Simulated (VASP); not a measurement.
The system is MoS2.

```
CELL_PARAMETERS angstrom
3.16900 0.00000 0.00000
-1.58450 2.74443 0.00000
0.00000 0.00000 12.32400
ATOMIC_POSITIONS crystal
Mo 0.33333 0.66667 0.25000
Mo 0.66667 0.33333 0.75000
S 0.33333 0.66667 0.62300
S 0.66667 0.33333 0.12300
S 0.33333 0.66667 0.87700
S 0.66667 0.33333 0.37700
```

| Property | Result |
| --- | --- |
| Program | VASP 6.6.1 |
| Task | relaxation of cell and atoms |
| Functional | PBE |
| Potentials or basis | VASP PAW PBE potentials, release 64 (Mo_sv, S) |
| Cutoff | 600 eV |
| k mesh | 12 × 12 × 3 |
| Occupations | gaussian, width 0.01 eV |
| Spin | no spin polarisation |

At the start: pressure 1.8 GPa; volume 17.86 Å³/atom.

Task: Where does the relaxation end?

Result: Over 40 steps the energy falls by 15.4 meV/atom and the volume is 20.97 Å³/atom (+17.4 %); space group P6_3/mmc (No. 194, to 0.05 Å).

Step by step:
| step | energy change (eV) | largest force (eV/Å) | pressure (GPa) | volume (Å³) |
| --- | --- | --- | --- | --- |
| 1 | 0.0000 | 0.0787 | 1.84 | 107.18 |
| 2 | -0.0015 | 0.4792 | -2.05 | 110.41 |
| 3 | -0.0099 | 0.2915 | -0.20 | 108.85 |
| 4 | -0.0225 | 0.1768 | -0.19 | 109.79 |
| 5 | -0.0311 | 0.0806 | -0.02 | 111.87 |
| 6 | -0.0372 | 0.0753 | -0.07 | 112.36 |
| 7 | -0.0525 | 0.0618 | -0.21 | 113.84 |
| 8 | -0.0728 | 0.0454 | -0.31 | 116.80 |
| 9 | -0.0894 | 0.0720 | 0.00 | 122.66 |
| 10 | -0.0911 | 0.0964 | 0.25 | 125.35 |
| 11 | -0.0851 | 0.2081 | 1.01 | 130.70 |
| 12 | -0.0031 | 0.7819 | -4.25 | 137.63 |
| 13 | -0.0890 | 0.0200 | -0.02 | 131.94 |
| 14 | -0.0890 | 0.0240 | -0.02 | 131.91 |
| 15 | -0.0880 | 0.1176 | 0.51 | 131.31 |
| 16 | -0.0890 | 0.0279 | 0.02 | 131.89 |
| 17 | -0.0891 | 0.0208 | 0.05 | 131.65 |
| 18 | -0.0893 | 0.0069 | 0.11 | 131.20 |
| 19 | -0.0894 | 0.0015 | 0.08 | 131.16 |
| 20 | -0.0896 | 0.0140 | -0.03 | 131.05 |
| 21 | -0.0897 | 0.0453 | -0.24 | 130.82 |
| 22 | -0.0898 | 0.0443 | -0.23 | 130.77 |
| 23 | -0.0900 | 0.0397 | -0.23 | 130.62 |
| 24 | -0.0903 | 0.0302 | -0.23 | 130.31 |
| 25 | -0.0908 | 0.0116 | -0.21 | 129.68 |
| 26 | -0.0912 | 0.0288 | -0.14 | 128.44 |
| 27 | -0.0915 | 0.0341 | -0.06 | 127.90 |
| 28 | -0.0920 | 0.0513 | 0.22 | 126.31 |
| 29 | -0.0923 | 0.0055 | -0.01 | 125.82 |
| 30 | -0.0923 | 0.0064 | -0.01 | 125.82 |
| 31 | -0.0923 | 0.0011 | 0.01 | 125.81 |
| 32 | -0.0923 | 0.0032 | 0.01 | 125.81 |
| 33 | -0.0923 | 0.0084 | 0.03 | 125.81 |
| 34 | -0.0923 | 0.0047 | 0.04 | 125.81 |
| 35 | -0.0923 | 0.0041 | 0.02 | 125.81 |
| 36 | -0.0923 | 0.0032 | 0.03 | 125.81 |
| 37 | -0.0923 | 0.0022 | -0.01 | 125.84 |
| 38 | -0.0923 | 0.0000 | -0.03 | 125.83 |
| 39 | -0.0923 | 0.0017 | -0.02 | 125.82 |
| 40 | -0.0923 | 0.0025 | 0.00 | 125.82 |

Final structure:
```
Mo S
1.0
     3.18432    0.00000    0.00000
    -1.59216    2.75770    0.00000
     0.00000    0.00000   14.32748
Mo S
2 4
Direct
  0.33333 0.66667 0.25000
  0.66667 0.33333 0.75000
  0.33333 0.66667 0.64098
  0.66667 0.33333 0.14098
  0.33333 0.66667 0.85902
  0.66667 0.33333 0.35902
```

Caveat: the volume moved by over 15 % at a fixed basis, so the end points are rough; this functional lacks dispersion, which binds the layers, so the pressure and a relaxed spacing across them are unreliable, and here the layers came unbound.
